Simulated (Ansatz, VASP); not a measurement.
# PtSe2 in two plane-wave programs

Aim: how closely do two programs agree when they are given the same cell, functional and k mesh? The cell is taken from a series of runs on this material, whose earlier steps may have relaxed, scaled, displaced or heated it; both programs get it as it stands.

Method: plane waves, with VASP 6.6.1 beside it; zone-centre phonons at PBE, in Ansatz 0.2.0.

**1. The structure**

The cell holds 3 atoms: 1 Pt and 2 Se. Its edges and angles: a = 3.636 Å, b = 3.581 Å, c = 30.460 Å, α = 90.0°, β = 90.0°, γ = 120.5°. Vacuum lies along c.

**2. VASP: zone-centre phonons, PBE**

Second derivatives magnify differences that forces hide, and they need a tight electronic threshold.

Lines of VASP's logs that name or quote its potential files are left out, and so is its time.

Input file INCAR:

```
SYSTEM = PtSe2
PREC = Accurate
ENCUT = 500
EDIFF = 1E-08
NELM = 120
ISMEAR = 1
SIGMA = 0.2
LREAL = .FALSE.
ALGO = Normal
GGA = PE
NBANDS = 17
LASPH = .TRUE.
LORBIT = 11
LWAVE = .FALSE.
LCHARG = .FALSE.
ISIF = 2
IBRION = 8
GGA_COMPAT = .FALSE.
NELMDL = -8
KPAR = 2
```

Input file POSCAR:

```
PtSe2
1.0
    3.6356522759      0.0000000000      0.0000000000
   -1.8178261380      3.0855958857      0.0000000000
    0.0000000000      0.0000000000     30.4600000000
Pt Se
1 2
Direct
    0.3301299384      0.6602598768      0.3282994091
    0.6682683641      0.3365367282      0.3773639533
    0.6682683641      0.3365367282      0.2792348648
```

Input file KPOINTS:

```
Automatic mesh
0
Gamma
15 15 1
0 0 0
```

PAW data sets: Pt and Se (PBE family, release 64).

Launch:

```sh
> mpirun -np 2 vasp_std
```

Numbers of over 12 decimals in the logs are rounded to 6 here.

Output:

```text
[banner, memory and clock lines left out]
running    2 mpi-ranks, on    1 nodes
 distrk:  each k-point on    1 cores,    2 groups
 distr:  one band on    1 cores,    1 groups

 POSCAR found type information on POSCAR PtSe
 POSCAR found :  2 types and       3 ions
 LDA part: xc-table for (Slater+PW92), standard interpolation
 POSCAR, INCAR and KPOINTS ok, starting setup
 FFT: planning ... GRIDC
 FFT: planning ... GRID_SOFT
 FFT: planning ... GRID
 WAVECAR not read
 entering main loop
       N       E                     dE             d eps       ncg     rms          rms(c)
DAV:   1     0.171915022357E+03    0.17192E+03   -0.66973E+03  2176   0.879E+02
DAV:   2     0.608057308993E+01   -0.16583E+03   -0.15812E+03  3559   0.156E+02
DAV:   3    -0.131606920814E+02   -0.19241E+02   -0.19050E+02  2702   0.676E+01
DAV:   4    -0.135070984578E+02   -0.34641E+00   -0.34485E+00  2924   0.106E+01
DAV:   5    -0.135124997489E+02   -0.54013E-02   -0.54001E-02  3059   0.129E+00
DAV:   6    -0.135126425763E+02   -0.14283E-03   -0.14283E-03  2990   0.190E-01
DAV:   7    -0.135126481009E+02   -0.55246E-05   -0.55244E-05  3289   0.310E-02
DAV:   8    -0.135126481785E+02   -0.77607E-07   -0.77515E-07  3029   0.285E-03    0.128E+01
DAV:   9    -0.131515722453E+02    0.36108E+00   -0.43843E+00  2899   0.163E+01    0.836E+00
DAV:  10    -0.130562064134E+02    0.95366E-01   -0.19501E+00  2672   0.130E+01    0.353E+00
DAV:  11    -0.129277185759E+02    0.12849E+00   -0.36652E-01  2628   0.524E+00    0.405E-01
DAV:  12    -0.129278590573E+02   -0.14048E-03   -0.27570E-02  2848   0.113E+00    0.207E-01
DAV:  13    -0.129277743807E+02    0.84677E-04   -0.95529E-04  2880   0.220E-01    0.117E-01
DAV:  14    -0.129277411476E+02    0.33233E-04   -0.11710E-04  2869   0.725E-02    0.442E-02
[...]
DAV:  22    -0.129278180528E+02   -0.18724E-05   -0.51040E-08  2400   0.113E-03    0.207E-04
DAV:  23    -0.129278192644E+02   -0.12116E-05   -0.24960E-08  2257   0.346E-04    0.207E-04
DAV:  24    -0.129278198841E+02   -0.61972E-06   -0.17932E-08  2188   0.240E-04    0.126E-04
DAV:  25    -0.129278200456E+02   -0.16147E-06   -0.72260E-10  2307   0.183E-04    0.602E-05
DAV:  26    -0.129278202409E+02   -0.19533E-06   -0.15194E-09  2240   0.108E-04    0.301E-05
DAV:  27    -0.129278202794E+02   -0.38464E-07    0.63624E-10  2281   0.464E-05    0.250E-05
DAV:  28    -0.129278203304E+02   -0.51059E-07    0.53322E-10  2209   0.566E-05    0.304E-05
DAV:  29    -0.129278203365E+02   -0.61223E-08    0.81241E-10  1935   0.171E-05
   1 F= -.12927820E+02 E0= -.12929064E+02  d E =0.373074E-02
 Linear response reoptimize wavefunctions to high precision
DAV:   1    -0.129278203411E+02   -0.45525E-08    0.79021E-10  1909   0.221E-05
DAV:   2    -0.129278203411E+02   -0.25466E-10    0.81949E-10  2194   0.419E-06
 Linear response DOF=           6
 Linear response progress:
  Degree of freedom:   1/  6
       N       E                     dE             d eps       ncg     rms          rms(c)
RMM:   1    -0.257156018275E+00   -0.25716E+00   -0.27860E-01  6910   0.326E+00
RMM:   2    -0.251465387785E+00    0.56906E-02   -0.72301E-03  5947   0.488E-01    0.182E-01
RMM:   3    -0.251512614334E+00   -0.47227E-04   -0.36125E-04  5874   0.111E-01    0.111E-01
RMM:   4    -0.252149974695E+00   -0.63736E-03   -0.53152E-04  6177   0.126E-01    0.220E-02
RMM:   5    -0.252115654363E+00    0.34320E-04   -0.29005E-05  6153   0.337E-02    0.855E-03
RMM:   6    -0.252112133735E+00    0.35206E-05   -0.46240E-06  6336   0.118E-02    0.165E-03
RMM:   7    -0.252099753762E+00    0.12380E-04   -0.90103E-07  6551   0.520E-03    0.955E-04
RMM:   8    -0.252092837576E+00    0.69162E-05    0.14249E-07  6510   0.129E-03    0.333E-04
RMM:   9    -0.252090606466E+00    0.22311E-05    0.15592E-07  6788   0.568E-04    0.948E-05
RMM:  10    -0.252089908476E+00    0.69799E-06    0.28672E-07  6719   0.208E-04    0.230E-05
RMM:  11    -0.252090122548E+00   -0.21407E-06    0.37667E-08  7079   0.719E-05    0.135E-05
RMM:  12    -0.252090327565E+00   -0.20502E-06    0.42067E-08  6836   0.449E-05    0.196E-06
RMM:  13    -0.252090363039E+00   -0.35474E-07    0.18419E-08  7116   0.262E-05    0.109E-06
RMM:  14    -0.252090353228E+00    0.98109E-08    0.14050E-08  6204   0.231E-05    0.402E-07
 first order change of Fermi-energy   0.18790E-02
 force on displaced ion       1 direction 1 :  -4.197  -0.083   0.000
 Linear response progress:
  Degree of freedom:   2/  6
       N       E                     dE             d eps       ncg     rms          rms(c)
RMM:   1    -0.256399102360E+00   -0.25640E+00   -0.27695E-01  3935   0.326E+00
RMM:   2    -0.251306004192E+00    0.50931E-02   -0.71578E-03  3374   0.485E-01    0.182E-01
RMM:   3    -0.251326634335E+00   -0.20630E-04   -0.37777E-04  3330   0.115E-01    0.110E-01
RMM:   4    -0.251943584298E+00   -0.61695E-03   -0.55370E-04  3623   0.129E-01    0.230E-02
RMM:   5    -0.251916900075E+00    0.26684E-04   -0.31593E-05  3548   0.350E-02    0.974E-03
RMM:   6    -0.251910707271E+00    0.61928E-05   -0.72127E-06  3710   0.148E-02    0.371E-03
RMM:   7    -0.251907948771E+00    0.27585E-05   -0.69497E-07  3720   0.537E-03    0.970E-04
RMM:   8    -0.251895668897E+00    0.12280E-04   -0.19111E-07  3812   0.227E-03    0.546E-04
RMM:   9    -0.251890562166E+00    0.51067E-05   -0.19588E-08  3764   0.839E-04    0.130E-04
[...]
RMM:   2    -0.286451493899E+00    0.65910E-02   -0.74248E-03  3420   0.544E-01    0.237E-01
RMM:   3    -0.286563964303E+00   -0.11247E-03   -0.13407E-03  3875   0.157E-01    0.152E-01
RMM:   4    -0.286330164916E+00    0.23380E-03   -0.68094E-04  3825   0.102E-01    0.106E-01
RMM:   5    -0.286667146076E+00   -0.33698E-03   -0.22051E-04  3809   0.774E-02    0.833E-03
RMM:   6    -0.286663673863E+00    0.34722E-05   -0.47133E-06  3837   0.138E-02    0.456E-03
RMM:   7    -0.286659456226E+00    0.42176E-05   -0.19199E-06  3790   0.781E-03    0.111E-03
RMM:   8    -0.286655364940E+00    0.40913E-05   -0.17522E-07  3781   0.235E-03    0.695E-04
RMM:   9    -0.286651980379E+00    0.33846E-05   -0.34789E-09  3878   0.100E-03    0.151E-04
RMM:  10    -0.286652793628E+00   -0.81325E-06   -0.14695E-07  3923   0.248E-04    0.108E-04
RMM:  11    -0.286653351919E+00   -0.55829E-06   -0.73331E-07  3866   0.230E-04    0.638E-05
RMM:  12    -0.286653637470E+00   -0.28555E-06   -0.21205E-06  3991   0.262E-04    0.406E-05
RMM:  13    -0.286653256214E+00    0.38126E-06   -0.65569E-07  4018   0.128E-04    0.172E-05
RMM:  14    -0.286653198505E+00    0.57709E-07    0.10274E-07  4137   0.125E-04    0.131E-05
RMM:  15    -0.286653198452E+00    0.53225E-10   -0.25458E-07  4130   0.762E-05    0.538E-06
RMM:  16    -0.286653220528E+00   -0.22076E-07    0.79518E-08  4083   0.472E-05    0.344E-06
RMM:  17    -0.286653265192E+00   -0.44664E-07    0.10600E-07  4059   0.380E-05    0.282E-06
RMM:  18    -0.286653242377E+00    0.22815E-07   -0.32218E-08  3908   0.299E-05    0.102E-06
RMM:  19    -0.286653232073E+00    0.10304E-07    0.95881E-09  3706   0.247E-05    0.913E-07
RMM:  20    -0.286653237766E+00   -0.56932E-08   -0.73136E-09  3537   0.236E-05    0.346E-07
 first order change of Fermi-energy   0.16705E-03
 force on displaced ion       1 direction 3 :   0.000  -0.001  -6.092
 Linear response progress:
  Degree of freedom:   4/  6
       N       E                     dE             d eps       ncg     rms          rms(c)
RMM:   1    -0.740991171463E-01   -0.74099E-01    0.51925E-02  9291   0.149E+00
RMM:   2    -0.733132474787E-01    0.78587E-03   -0.21319E-03  5924   0.237E-01    0.950E-02
RMM:   3    -0.732714479428E-01    0.41800E-04   -0.96825E-05  6280   0.534E-02    0.546E-02
RMM:   4    -0.732947863415E-01   -0.23338E-04   -0.34727E-05  6742   0.350E-02    0.873E-03
RMM:   5    -0.733027111950E-01   -0.79249E-05   -0.28014E-06  6874   0.906E-03    0.544E-03
RMM:   6    -0.733042792756E-01   -0.15681E-05   -0.10833E-06  6834   0.471E-03    0.122E-03
RMM:   7    -0.733035722478E-01    0.70703E-06   -0.14400E-07  6913   0.155E-03    0.412E-04
RMM:   8    -0.733032003420E-01    0.37191E-06   -0.88284E-08  6941   0.561E-04    0.111E-04
RMM:   9    -0.733031910238E-01    0.93182E-08   -0.11722E-07  7032   0.157E-04    0.471E-05
RMM:  10    -0.733032153896E-01   -0.24366E-07    0.12952E-08  6976   0.645E-05    0.240E-05
RMM:  11    -0.733032540805E-01   -0.38691E-07   -0.32216E-08  6909   0.517E-05    0.472E-06
RMM:  12    -0.733032619614E-01   -0.78809E-08   -0.27186E-08  7198   0.226E-05    0.243E-06
 first order change of Fermi-energy  -0.98240E-03
 force on displaced ion       2 direction 1 :  -2.663  -0.020  -0.025
 Linear response progress:
  Degree of freedom:   5/  6
       N       E                     dE             d eps       ncg     rms          rms(c)
RMM:   1    -0.736100442414E-01   -0.73610E-01    0.48187E-02  5172   0.148E+00
RMM:   2    -0.727785220073E-01    0.83152E-03   -0.20922E-03  3344   0.233E-01    0.906E-02
RMM:   3    -0.727301517380E-01    0.48370E-04   -0.98653E-05  3663   0.524E-02    0.522E-02
RMM:   4    -0.727436603904E-01   -0.13509E-04   -0.42410E-05  3874   0.348E-02    0.152E-02
RMM:   5    -0.727389267534E-01    0.47336E-05   -0.13598E-05  3880   0.133E-02    0.554E-03
RMM:   6    -0.727448365732E-01   -0.59098E-05   -0.18165E-06  3842   0.510E-03    0.131E-03
RMM:   7    -0.727443905037E-01    0.44607E-06    0.19161E-07  3911   0.173E-03    0.593E-04
RMM:   8    -0.727440365652E-01    0.35394E-06    0.36245E-08  3895   0.693E-04    0.309E-04
RMM:   9    -0.727434727333E-01    0.56383E-06   -0.21404E-08  3885   0.413E-04    0.658E-05
RMM:  10    -0.727434858820E-01   -0.13149E-07   -0.26044E-09  3945   0.108E-04    0.350E-05
RMM:  11    -0.727435150355E-01   -0.29154E-07   -0.13545E-08  3902   0.956E-05    0.177E-05
RMM:  12    -0.727435334497E-01   -0.18414E-07   -0.49903E-08  3900   0.640E-05    0.104E-05
RMM:  13    -0.727435401342E-01   -0.66845E-08   -0.65762E-08  4003   0.684E-05    0.554E-06
 first order change of Fermi-energy  -0.36053E-01
 force on displaced ion       2 direction 2 :   0.000  -2.721   0.066
 Linear response progress:
  Degree of freedom:   6/  6
       N       E                     dE             d eps       ncg     rms          rms(c)
RMM:   1    -0.117747450657E+00   -0.11775E+00    0.53985E-02  4851   0.145E+00
RMM:   2    -0.116864668549E+00    0.88278E-03   -0.21016E-03  3493   0.251E-01    0.216E-01
RMM:   3    -0.116667925984E+00    0.19674E-03   -0.32787E-04  3842   0.825E-02    0.126E-01
RMM:   4    -0.116721825365E+00   -0.53899E-04   -0.59178E-04  3984   0.939E-02    0.938E-02
RMM:   5    -0.116471539212E+00    0.25029E-03   -0.15302E-04  3885   0.499E-02    0.836E-03
RMM:   6    -0.116482481830E+00   -0.10943E-04   -0.34869E-06  3878   0.102E-02    0.375E-03
RMM:   7    -0.116487718390E+00   -0.52366E-05   -0.74353E-07  3863   0.518E-03    0.179E-03
RMM:   8    -0.116487643492E+00    0.74898E-07   -0.12677E-07  3879   0.172E-03    0.516E-04
RMM:   9    -0.116487667728E+00   -0.24236E-07   -0.61842E-08  3903   0.588E-04    0.176E-04
RMM:  10    -0.116488251338E+00   -0.58361E-06   -0.59589E-08  3923   0.277E-04    0.999E-05
RMM:  11    -0.116489619271E+00   -0.13679E-05   -0.22668E-07  3858   0.314E-04    0.555E-05
RMM:  12    -0.116490534427E+00   -0.91516E-06   -0.78223E-07  4079   0.241E-04    0.278E-05
RMM:  13    -0.116490829312E+00   -0.29489E-06   -0.17062E-07  3994   0.118E-04    0.174E-05
RMM:  14    -0.116490920318E+00   -0.91006E-07   -0.24251E-07  4099   0.863E-05    0.764E-06
RMM:  15    -0.116490948714E+00   -0.28395E-07   -0.85732E-08  4113   0.519E-05    0.552E-06
RMM:  16    -0.116490963921E+00   -0.15207E-07    0.32848E-08  4080   0.446E-05    0.311E-06
RMM:  17    -0.116490968995E+00   -0.50744E-08   -0.35827E-08  3982   0.389E-05    0.283E-06
 first order change of Fermi-energy  -0.77477E+00
 force on displaced ion       2 direction 3 :  -0.000   0.119  -6.996
 Linear response finished
```

OUTCAR, selected parts (step 2):

```text
ion  position               nearest neighbor table
   1  0.330  0.660  0.328-   2 2.56   2 2.56   3 2.56   3 2.56   2 2.57   3 2.57
   2  0.668  0.337  0.377-   1 2.56   1 2.56   1 2.57
   3  0.668  0.337  0.279-   1 2.56   1 2.56   1 2.57

  LATTYP: Found a base centered orthorhombic cell.
 ALAT       =     3.6356522759
 B/A-ratio  =     1.6974097914
 C/A-ratio  =     8.3781389661

 Subroutine GETGRP returns: Found  4 space group operations
 (whereof  2 operations were pure point group operations)

The static configuration has the point symmetry C_1h.
 The point group associated with its full space group is C_2v.

 Found     64 irreducible k-points:

   k-points           NKPTS =     64   k-points in BZ     NKDIM =     64   number of bands    NBANDS=     17

   dimension x,y,z NGX =    28 NGY =   28 NGZ =  224
   dimension x,y,z NGXF=    56 NGYF=   56 NGZF=  448

   ENCUT  =  500.0 eV  36.75 Ry    6.06 a.u.   6.63  6.53 55.54*2*pi/ulx,y,z

   NELECT =      22.0000    total number of electrons

 k-points in reciprocal lattice and weights: Automatic mesh
   0.00000000  0.00000000  0.00000000       0.004
   0.06666667 -0.00000000  0.00000000       0.018
   0.13333333  0.00000000  0.00000000       0.018
   0.20000000  0.00000000  0.00000000       0.018
   0.26666667  0.00000000  0.00000000       0.018
   0.33333333  0.00000000  0.00000000       0.018
   0.40000000 -0.00000000  0.00000000       0.018
   0.46666667 -0.00000000  0.00000000       0.018
   0.00000000  0.06666667  0.00000000       0.009
[...]
0.00000000  0.46666667  0.00000000       0.009
   0.06666667  0.46666667  0.00000000       0.009

 average (electrostatic) potential at core
       1 -77.3402       2 -62.0597       3 -62.0597

  Total        0.2346708      0.5924000     -0.0102554     -0.0000000      0.0000000      0.0000000
  in kB        1.1003181      2.7776298     -0.0480852     -0.0000000      0.0000000      0.0000000
  external PRESSURE =       1.2766209 kB  Pullay stress =       0.0000000 kB

  energy-cutoff  :      500.00
  volume of cell :      341.70
      direct lattice vectors                 reciprocal lattice vectors
     3.635652276  0.000000000  0.000000000     0.275053807  0.162043255  0.000000000
    -1.817826138  3.085595886  0.000000000     0.000000000  0.324086509  0.000000000
     0.000000000  0.000000000 30.460000000     0.000000000  0.000000000  0.032829941

 POSITION                                       TOTAL-FORCE (eV/Angst)
 -----------------------------------------------------------------------------------
     -0.00000      2.03730     10.00000        -0.000000      0.001469      0.000000
      1.81783      1.03842     11.49451         0.000000     -0.000734      0.000857
      1.81783      1.03842      8.50549         0.000000     -0.000734     -0.000857
 -----------------------------------------------------------------------------------
    total drift:                                0.000000      0.000114     -0.000004

 Eigenvectors and eigenvalues of the dynamical matrix
 ----------------------------------------------------

   1 f  =    5.820072 THz    36.568594 2PiTHz  194.136720 cm-1    24.069875 meV
             X         Y         Z           dx          dy          dz
     -0.000000  2.037295 10.000000    -0.000000    0.022068    0.000000
      1.817826  1.038416 11.494506     0.000000   -0.017222   -0.706725
      1.817826  1.038416  8.505494     0.000000   -0.017222    0.706725

   2 f  =    4.167792 THz    26.187007 2PiTHz  139.022565 cm-1    17.236594 meV
             X         Y         Z           dx          dy          dz
     -0.000000  2.037295 10.000000    -0.000000   -0.000000    0.656197
      1.817826  1.038416 11.494506    -0.000000    0.134120   -0.516444
      1.817826  1.038416  8.505494     0.000000   -0.134120   -0.516444

   3 f  =    3.566633 THz    22.409817 2PiTHz  118.970073 cm-1    14.750403 meV
             X         Y         Z           dx          dy          dz
     -0.000000  2.037295 10.000000     0.000000   -0.668563   -0.000000
      1.817826  1.038416 11.494506    -0.000000    0.525330   -0.023240
      1.817826  1.038416  8.505494    -0.000000    0.525330    0.023240

   4 f  =    3.427835 THz    21.537722 2PiTHz  114.340266 cm-1    14.176380 meV
             X         Y         Z           dx          dy          dz
     -0.000000  2.037295 10.000000    -0.668969   -0.000000   -0.000000
      1.817826  1.038416 11.494506     0.525586    0.000000   -0.000000
      1.817826  1.038416  8.505494     0.525586    0.000000    0.000000

   5 f  =    3.160979 THz    19.861018 2PiTHz  105.438919 cm-1    13.072754 meV
             X         Y         Z           dx          dy          dz
     -0.000000  2.037295 10.000000    -0.000000   -0.000000    0.000000
      1.817826  1.038416 11.494506     0.707107   -0.000000   -0.000000
      1.817826  1.038416  8.505494    -0.707107    0.000000   -0.000000

   6 f  =    3.085203 THz    19.384902 2PiTHz  102.911294 cm-1    12.759369 meV
             X         Y         Z           dx          dy          dz
     -0.000000  2.037295 10.000000     0.000000   -0.000000   -0.126707
      1.817826  1.038416 11.494506     0.000000    0.694271    0.099804
      1.817826  1.038416  8.505494    -0.000000   -0.694271    0.099804

   7 f/i=    0.000531 THz     0.003336 2PiTHz    0.017708 cm-1     0.002196 meV
             X         Y         Z           dx          dy          dz
     -0.000000  2.037295 10.000000     0.743290   -0.000000    0.000000
      1.817826  1.038416 11.494506     0.473032   -0.000000    0.000000
      1.817826  1.038416  8.505494     0.473032   -0.000000    0.000000

   8 f/i=    0.000749 THz     0.004706 2PiTHz    0.024984 cm-1     0.003098 meV
             X         Y         Z           dx          dy          dz
     -0.000000  2.037295 10.000000     0.000000    0.743328    0.000000
      1.817826  1.038416 11.494506     0.000000    0.473003    0.000079
      1.817826  1.038416  8.505494     0.000000    0.473003   -0.000079

   9 f/i=    0.002960 THz     0.018599 2PiTHz    0.098740 cm-1     0.012242 meV
             X         Y         Z           dx          dy          dz
     -0.000000  2.037295 10.000000     0.000000    0.000000   -0.743876
      1.817826  1.038416 11.494506     0.000000    0.000054   -0.472572
      1.817826  1.038416  8.505494     0.000000   -0.000054   -0.472572

 ELASTIC MODULI CONTR FROM IONIC RELAXATION (kBar)
 Direction    XX          YY          ZZ          XY          YZ          ZX
 --------------------------------------------------------------------------------
 XX        -170.0503    -81.5393   -169.3528      0.0000      0.0000     -0.0000
 YY         -81.5393   -139.5485   -158.8406      0.0000      0.0000     -0.0000
 ZZ        -169.3528   -158.8406   -228.6610      0.0000      0.0000     -0.0000
 XY           0.0000      0.0000      0.0000    -48.8633      0.0000      0.0000
 YZ           0.0000      0.0000      0.0000      0.0000    -60.7034      0.0000
 ZX          -0.0000     -0.0000     -0.0000      0.0000      0.0000    -64.8524
 --------------------------------------------------------------------------------
```

(Part 1 of 2 ends here.)

[Lines on the potential files, build, host, timing and source positions are cut from VASP's logs without a mark.]

[Logs are printed without paths, hosts, clocks, repeated set-up lines and the standing remarks that a program may print on its own settings, such as how far it seeks lower states.]

[Hosts, paths, dates, database ids (printed as entryN), source tags and the programs' standing remarks are cut or masked in the printed files.]
